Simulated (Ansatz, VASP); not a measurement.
## WC (Qusongite) in two plane-wave programs

Wanted: the spread between two codes on one cell, functional and k mesh. The cell is taken from a series of runs on this material, whose earlier steps may have relaxed, scaled, displaced or heated it; both programs get it as it stands.

Program: Ansatz 0.2.0. Level of theory: plane waves, with VASP 6.6.1 beside it; zone-centre phonons at PBEsol. Results are calculated unless marked as measured.

## Step 1: The starting structure

Symmetry: P-6m2, No. 187, hexagonal system. The conventional cell has a = 2.888 Å, b = 2.888 Å, c = 2.820 Å, α = 90.00°, β = 90.00°, γ = 120.00°. Nearest to C lie 6 W at 2.18 Å. W has 6 C at 2.18 Å nearest. Farther neighbours are not listed.

Structure file:

```cif
data_structure
_symmetry_space_group_name_H-M 'P 1'
_symmetry_Int_Tables_number 1
_cell_length_a 2.8881
_cell_length_b 2.8881
_cell_length_c 2.8203
_cell_angle_alpha 90.000
_cell_angle_beta 90.000
_cell_angle_gamma 120.000
_cell_volume 20.37
loop_
_atom_site_label
_atom_site_type_symbol
_atom_site_fract_x
_atom_site_fract_y
_atom_site_fract_z
_atom_site_occupancy
C1 C 0.66667 0.33333 0.50000 1
W2 W 0.00000 0.00000 0.00000 1
```

## Step 2: VASP: zone-centre phonons, PBEsol

Second derivatives magnify differences that forces hide, and they need a tight electronic threshold.

Lines of VASP's logs that name or quote its potential files are left out, and so is its time.

File INCAR:

```
SYSTEM = WC
PREC = Accurate
ENCUT = 600
EDIFF = 1E-08
NELM = 120
ISMEAR = 1
SIGMA = 0.2
LREAL = .FALSE.
ALGO = Normal
GGA = PS
NBANDS = 11
LASPH = .TRUE.
LORBIT = 11
LWAVE = .FALSE.
LCHARG = .FALSE.
ISIF = 2
IBRION = 8
GGA_COMPAT = .FALSE.
KPAR = 2
```

File POSCAR:

```
WC
1.0
    2.8880522356      0.0000000000      0.0000000000
   -1.4440261178      2.5011266035      0.0000000000
    0.0000000000      0.0000000000      2.8202954749
C W
1 1
Direct
    0.6666666667      0.3333333333      0.5000000000
    0.0000000000      1.0000000000      1.0000000000
```

File KPOINTS:

```
Automatic mesh
0
Gamma
18 18 16
0 0 0
```

PAW data sets: C and W (PBE family, release 64).

Command:

```
$ mpirun -np 2 vasp_std
```

Numbers of over 12 decimals in the logs are rounded to 6 here.

The log of the run:

```text
[banner, memory and clock lines left out]
running    2 mpi-ranks, on    1 nodes
 distrk:  each k-point on    1 cores,    2 groups
 distr:  one band on    1 cores,    1 groups

 POSCAR found type information on POSCAR C W
 POSCAR found :  2 types and       2 ions
|                                                                             |
|               ----> ADVICE to this user running VASP <----                  |
|                                                                             |
|     You enforced a specific xc type in the INCAR file but a different       |
|     [... a line on the potential file left out ...]
|     I HOPE YOU KNOW WHAT YOU ARE DOING!                                     |
|                                                                             |

 LDA part: xc-table for (Slater+PW92), standard interpolation
 POSCAR, INCAR and KPOINTS ok, starting setup
 FFT: planning ... GRIDC
 FFT: planning ... GRID_SOFT
 FFT: planning ... GRID
 WAVECAR not read
 entering main loop
       N       E                     dE             d eps       ncg     rms          rms(c)
DAV:   1     0.273867011989E+02    0.27387E+02   -0.55062E+03  7326   0.931E+02
DAV:   2    -0.248069492902E+02   -0.52194E+02   -0.49613E+02  8410   0.215E+02
DAV:   3    -0.269362468842E+02   -0.21293E+01   -0.21013E+01  9148   0.361E+01
DAV:   4    -0.269506284263E+02   -0.14382E-01   -0.14379E-01  8039   0.344E+00
DAV:   5    -0.269506898197E+02   -0.61393E-04   -0.61392E-04  8992   0.223E-01    0.356E+01
DAV:   6    -0.241031124448E+02    0.28476E+01   -0.12441E+01  8726   0.218E+01    0.121E+01
DAV:   7    -0.240262480616E+02    0.76864E-01   -0.59312E-01  7509   0.617E+00    0.853E+00
DAV:   8    -0.239850889369E+02    0.41159E-01   -0.98378E-02  8042   0.232E+00    0.198E+00
DAV:   9    -0.239798420185E+02    0.52469E-02   -0.13929E-02  7914   0.759E-01    0.149E-01
DAV:  10    -0.239797712024E+02    0.70816E-04   -0.84279E-04  8589   0.251E-01    0.178E-01
DAV:  11    -0.239797580712E+02    0.13131E-04   -0.91990E-05  8803   0.675E-02    0.119E-02
DAV:  12    -0.239797552435E+02    0.28277E-05   -0.56327E-06  8339   0.158E-02    0.969E-03
DAV:  13    -0.239797552634E+02   -0.19984E-07   -0.32560E-07  8495   0.538E-03    0.711E-04
DAV:  14    -0.239797552484E+02    0.15069E-07   -0.79220E-09  4881   0.744E-04    0.123E-03
DAV:  15    -0.239797552607E+02   -0.12367E-07   -0.27018E-09  3888   0.432E-04    0.260E-04
DAV:  16    -0.239797552606E+02    0.15075E-09   -0.18870E-10  3783   0.129E-04
   1 F= -.23979755E+02 E0= -.23979677E+02  d E =-.234012E-03
 Linear response reoptimize wavefunctions to high precision
DAV:   1    -0.239797552625E+02   -0.19190E-08   -0.20925E-11  4092   0.357E-05
DAV:   2    -0.239797552625E+02   -0.10004E-10   -0.13458E-12  3768   0.126E-05
 Linear response DOF=           4
 Linear response progress:
  Degree of freedom:   1/  4
       N       E                     dE             d eps       ncg     rms          rms(c)
RMM:   1    -0.117658054220E+00   -0.11766E+00    0.48818E-02 76331   0.206E+00
RMM:   2    -0.115860711583E+00    0.17973E-02   -0.21556E-03 50526   0.439E-01    0.213E-01
RMM:   3    -0.116142337329E+00   -0.28163E-03   -0.43552E-04 47964   0.142E-01    0.114E-01
RMM:   4    -0.116906061851E+00   -0.76372E-03   -0.32329E-04 48037   0.116E-01    0.261E-02
RMM:   5    -0.116865202108E+00    0.40860E-04   -0.46700E-06 52613   0.197E-02    0.142E-03
RMM:   6    -0.116880731105E+00   -0.15529E-04   -0.29995E-07 52684   0.260E-03    0.495E-04
RMM:   7    -0.116877191198E+00    0.35399E-05    0.52015E-09 53502   0.439E-04    0.874E-05
RMM:   8    -0.116877431673E+00   -0.24048E-06    0.36232E-08 53917   0.812E-05    0.324E-05
RMM:   9    -0.116877290248E+00    0.14143E-06    0.55245E-09 55805   0.198E-05    0.262E-06
RMM:  10    -0.116877282065E+00    0.81826E-08   -0.16714E-09 50527   0.409E-06    0.104E-06
 first order change of Fermi-energy   0.48282E-05
 force on displaced ion       1 direction 1 : -16.651   0.002   0.000
 Linear response progress:
  Degree of freedom:   2/  4
       N       E                     dE             d eps       ncg     rms          rms(c)
RMM:   1    -0.121514150265E+00   -0.12151E+00    0.63666E-02 26880   0.215E+00
RMM:   2    -0.120628884453E+00    0.88527E-03   -0.23011E-03 17904   0.462E-01    0.189E-01
RMM:   3    -0.120769892166E+00   -0.14101E-03   -0.77722E-04 16940   0.182E-01    0.922E-02
RMM:   4    -0.121663892432E+00   -0.89400E-03   -0.56396E-04 17425   0.141E-01    0.217E-02
RMM:   5    -0.121648458475E+00    0.15434E-04   -0.11292E-05 18414   0.236E-02    0.297E-03
RMM:   6    -0.121684860129E+00   -0.36402E-04   -0.92338E-07 17867   0.584E-03    0.464E-04
RMM:   7    -0.121684559853E+00    0.30028E-06   -0.61529E-08 18895   0.972E-04    0.178E-04
RMM:   8    -0.121683526348E+00    0.10335E-05   -0.17253E-08 18884   0.115E-04    0.465E-05
RMM:   9    -0.121683369040E+00    0.15731E-06    0.57836E-10 19176   0.433E-05    0.150E-05
RMM:  10    -0.121683284343E+00    0.84697E-07    0.48248E-10 19400   0.196E-05    0.109E-06
RMM:  11    -0.121683279658E+00    0.46846E-08    0.58050E-11 17975   0.402E-06    0.519E-07
 first order change of Fermi-energy   0.26205E-03
 force on displaced ion       1 direction 3 :  -0.000  -0.000 -15.592
 Linear response progress:
  Degree of freedom:   3/  4
       N       E                     dE             d eps       ncg     rms          rms(c)
RMM:   1    -0.109540546243E+00   -0.10954E+00   -0.87063E-02 64923   0.193E+00
RMM:   2    -0.106603999321E+00    0.29365E-02   -0.19139E-03 49618   0.354E-01    0.212E-01
RMM:   3    -0.105651875484E+00    0.95212E-03   -0.33009E-04 51804   0.113E-01    0.124E-01
RMM:   4    -0.105218134395E+00    0.43374E-03   -0.52872E-04 51943   0.142E-01    0.195E-02
RMM:   5    -0.105235759405E+00   -0.17625E-04    0.10743E-06 53769   0.167E-02    0.387E-03
RMM:   6    -0.105238045874E+00   -0.22865E-05   -0.15796E-07 53631   0.225E-03    0.137E-03
RMM:   7    -0.105238022818E+00    0.23056E-07    0.63495E-08 53267   0.992E-04    0.111E-04
RMM:   8    -0.105237163206E+00    0.85961E-06    0.36213E-08 55032   0.200E-04    0.222E-05
RMM:   9    -0.105237176598E+00   -0.13393E-07    0.43668E-08 56099   0.339E-05    0.530E-06
RMM:  10    -0.105237169161E+00    0.74369E-08    0.47854E-10 56609   0.725E-06    0.273E-06
 first order change of Fermi-energy  -0.58615E-04
 force on displaced ion       2 direction 1 : -16.651   0.002   0.000
 Linear response progress:
  Degree of freedom:   4/  4
       N       E                     dE             d eps       ncg     rms          rms(c)
RMM:   1    -0.114827092152E+00   -0.11483E+00   -0.94513E-02 23842   0.199E+00
RMM:   2    -0.111020048909E+00    0.38070E-02   -0.22958E-03 17451   0.405E-01    0.175E-01
RMM:   3    -0.110374271985E+00    0.64578E-03   -0.22543E-04 18273   0.104E-01    0.973E-02
RMM:   4    -0.110265926624E+00    0.10835E-03   -0.37546E-04 18130   0.129E-01    0.142E-02
RMM:   5    -0.110280483406E+00   -0.14557E-04   -0.25007E-06 19052   0.137E-02    0.465E-03
RMM:   6    -0.110293220268E+00   -0.12737E-04    0.29729E-08 18955   0.209E-03    0.111E-03
RMM:   7    -0.110294059100E+00   -0.83883E-06    0.33494E-09 18658   0.698E-04    0.252E-04
RMM:   8    -0.110293814376E+00    0.24472E-06   -0.37576E-09 19380   0.171E-04    0.710E-05
RMM:   9    -0.110293365994E+00    0.44838E-06   -0.53330E-10 19573   0.568E-05    0.502E-06
RMM:  10    -0.110293342570E+00    0.23424E-07    0.15246E-09 19842   0.106E-05    0.174E-06
RMM:  11    -0.110293341843E+00    0.72684E-09   -0.93283E-10 16060   0.270E-06    0.300E-07
 first order change of Fermi-energy  -0.45661E-03
 force on displaced ion       2 direction 3 :   0.000   0.000 -15.597
 Linear response finished
```

Parts of OUTCAR (step 2):

```text
ion  position               nearest neighbor table
   1  0.667  0.333  0.500-   2 2.18   2 2.18   2 2.18   2 2.18   2 2.18   2 2.18
   2  0.000  0.000  0.000-   1 2.18   1 2.18   1 2.18   1 2.18   1 2.18   1 2.18

  LATTYP: Found a hexagonal cell.
 ALAT       =     2.8880522356
 C/A-ratio  =     0.9765389421

 Subroutine GETGRP returns: Found 12 space group operations
 (whereof 12 operations were pure point group operations)

The static configuration has the point symmetry D_3h.

 Found    333 irreducible k-points:

   k-points           NKPTS =    333   k-points in BZ     NKDIM =    333   number of bands    NBANDS=     11

   dimension x,y,z NGX =    24 NGY =   24 NGZ =   24
   dimension x,y,z NGXF=    48 NGYF=   48 NGZF=   48

   ENCUT  =  600.0 eV  44.10 Ry    6.64 a.u.   5.77  5.77  5.63*2*pi/ulx,y,z

   NELECT =      10.0000    total number of electrons

 k-points in reciprocal lattice and weights: Automatic mesh
   0.00000000  0.00000000  0.00000000       0.000
   0.05555556 -0.00000000  0.00000000       0.001
   0.11111111 -0.00000000  0.00000000       0.001
   0.16666667 -0.00000000  0.00000000       0.001
   0.22222222  0.00000000  0.00000000       0.001
   0.27777778 -0.00000000  0.00000000       0.001
   0.33333333  0.00000000  0.00000000       0.001
   0.38888889  0.00000000  0.00000000       0.001
   0.44444444  0.00000000  0.00000000       0.001
[...]
0.33333333  0.27777778  0.50000000       0.002
   0.33333333  0.33333333  0.50000000       0.000

 average (electrostatic) potential at core
       1 -46.0736       2 -36.7870

  Total        0.4600521      0.4600521      0.5184093     -0.0000000     -0.0000000      0.0000000
  in kB       36.1811409     36.1811409     40.7706883     -0.0000000     -0.0000000      0.0000000
  external PRESSURE =      37.7109901 kB  Pullay stress =       0.0000000 kB

  energy-cutoff  :      600.00
  volume of cell :       20.37
      direct lattice vectors                 reciprocal lattice vectors
     2.888052236  0.000000000  0.000000000     0.346254125  0.199909912  0.000000000
    -1.444026118  2.501126603  0.000000000     0.000000000  0.399819825  0.000000000
     0.000000000  0.000000000  2.820295475     0.000000000  0.000000000  0.354572778

 POSITION                                       TOTAL-FORCE (eV/Angst)
 -----------------------------------------------------------------------------------
      1.44403      0.83371      1.41015         0.000000      0.000000      0.000000
      0.00000      0.00000      0.00000         0.000000      0.000000      0.000000
 -----------------------------------------------------------------------------------
    total drift:                               -0.000000      0.000000      0.000000

 Eigenvectors and eigenvalues of the dynamical matrix
 ----------------------------------------------------

   1 f  =   18.998710 THz   119.372412 2PiTHz  633.728735 cm-1    78.572314 meV
             X         Y         Z           dx          dy          dz
      1.444026  0.833709  1.410148     0.000000   -0.968853    0.000000
      0.000000  0.000000  0.000000     0.000000    0.247637    0.000000

   2 f  =   18.998710 THz   119.372412 2PiTHz  633.728735 cm-1    78.572314 meV
             X         Y         Z           dx          dy          dz
      1.444026  0.833709  1.410148     0.968853    0.000000    0.000000
      0.000000  0.000000  0.000000    -0.247637    0.000000    0.000000

   3 f  =   18.384691 THz   115.514422 2PiTHz  613.247290 cm-1    76.032939 meV
             X         Y         Z           dx          dy          dz
      1.444026  0.833709  1.410148    -0.000000   -0.000000   -0.968844
      0.000000  0.000000  0.000000    -0.000000   -0.000000    0.247672

   4 f/i=    0.000005 THz     0.000029 2PiTHz    0.000156 cm-1     0.000019 meV
             X         Y         Z           dx          dy          dz
      1.444026  0.833709  1.410148    -0.024861    0.246386    0.000000
      0.000000  0.000000  0.000000    -0.097265    0.963958    0.000000

   5 f/i=    0.000005 THz     0.000030 2PiTHz    0.000157 cm-1     0.000019 meV
             X         Y         Z           dx          dy          dz
      1.444026  0.833709  1.410148    -0.246386   -0.024861   -0.000000
      0.000000  0.000000  0.000000    -0.963958   -0.097265   -0.000000

   6 f/i=    0.000659 THz     0.004141 2PiTHz    0.021986 cm-1     0.002726 meV
             X         Y         Z           dx          dy          dz
      1.444026  0.833709  1.410148    -0.000000   -0.000000    0.247672
      0.000000  0.000000  0.000000    -0.000000   -0.000000    0.968844

 ELASTIC MODULI CONTR FROM IONIC RELAXATION (kBar)
 Direction    XX          YY          ZZ          XY          YZ          ZX
 --------------------------------------------------------------------------------
 XX        -191.5450    191.5450      0.0000     -0.0000      0.0000      0.0000
 YY         191.5450   -191.5450      0.0000      0.0000      0.0000      0.0000
 ZZ           0.0000      0.0000      0.0000      0.0000      0.0000      0.0000
 XY          -0.0000      0.0000      0.0000   -191.5450      0.0000      0.0000
 YZ           0.0000      0.0000      0.0000      0.0000      0.0000      0.0000
 ZX           0.0000      0.0000      0.0000      0.0000      0.0000      0.0000
 --------------------------------------------------------------------------------
```

The data set W keeps the semicore shell frozen, which is cheaper and a little less accurate.

[end of part 1 of 2]

[Lines on the potential files, build, host, timing and source positions are cut from VASP's logs without a mark.]

[Logs are printed without paths, hosts, clocks, repeated set-up lines and the standing remarks that a program may print on its own settings, such as how far it seeks lower states.]

[Hosts, paths, dates, database ids (printed as entryN), source tags and the programs' standing remarks are cut or masked in the printed files.]
